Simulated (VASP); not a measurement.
WF:

```xyz
2
Lattice="1.3659 0.7886 5.0696 -1.3659 0.7886 5.0696 0.0000 -1.5772 5.0696" Properties=species:S:1:pos:R:3 pbc="T T T"
W     0.0000    0.0000   12.3818
F     0.0000    0.0000   14.2525
```

The cell was built by a generator and needn't be a form met in nature.

```yaml
Program: VASP 6.6.1
Task: relaxation of the atoms
Functional: RPBE
Potentials_or_basis: VASP PAW PBE potentials, release 64 (W_sv, F)
Cutoff: 520 eV
k_mesh: 11 × 11 × 11
Occupations: gaussian, width 0.05 eV
Spin: no spin polarisation
```

At the start: pressure 5.0 GPa; volume 16.38 Å³/atom.

Task: Where does the relaxation end?

Result: Over 3 steps the energy falls by 3.1 meV/atom; space group R3m (No. 160, to 0.05 Å).

Step by step:
| step | energy change (eV) | largest force (eV/Å) | pressure (GPa) |
| --- | --- | --- | --- |
| 1 | 0.0000 | 0.5868 | 4.96 |
| 2 | 0.0082 | 0.7964 | 0.09 |
| 3 | -0.0062 | 0.0001 | 2.95 |

Final structure:
```xyz
2
Lattice="1.3659 0.7886 5.0696 -1.3659 0.7886 5.0696 0.0000 -1.5772 5.0696" Properties=species:S:1:pos:R:3 pbc="T T T"
W     0.0000    0.0000   12.3709
F     0.0000    0.0000   14.2633
```

Caveat: the PAW data sets were made with another functional, which shifts forces and pressure a little; an odd number of electrons without spin polarisation forces a metal; a magnetic or distorted state may lie lower.
